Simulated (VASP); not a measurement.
Data:

```xyz
5
Lattice="5.8383 0.0000 0.0000 0.0000 5.8383 0.0000 0.0000 0.0000 5.8383" Properties=species:S:1:pos:R:3 pbc="T T T"
Cs     0.0000     0.0000     0.0000
Pb     2.9192     2.9192     2.9192
Br     2.9192     0.0000     2.9192
Br     0.0000     2.9192     2.9192
Br     2.9192     2.9192     0.0000
```

The numbers are results of LDA (Ceperley-Alder, Perdew-Zunger), VASP's LDA PAW potentials (set 64) (plane waves; VASP), not measurements. Run with 520 eV cut-off, 4×4×4 Γ-centred mesh, Gaussian smearing of 0.050 eV, potentials Cs_sv Pb_d Br.

Unless said otherwise, spin-orbit coupling is left out, though it shifts the bands of the heavy elements here.

Task: Predict the energy per atom (σ→0), band gap (on the k-mesh) with the smallest direct gap where there is one.

Result: 
```yaml
band gap (on the k-mesh): 1.28 eV
smallest direct gap (on the k-mesh): 1.28 eV
energy per atom (σ→0): -3558 meV/atom
```

The compound is CsPbBr3 in the cubic perovskite structure, the ideal cubic form; the compound distorts at low or room temperature. This cell is one point of a volume scan, at 1.03 of the reference volume.
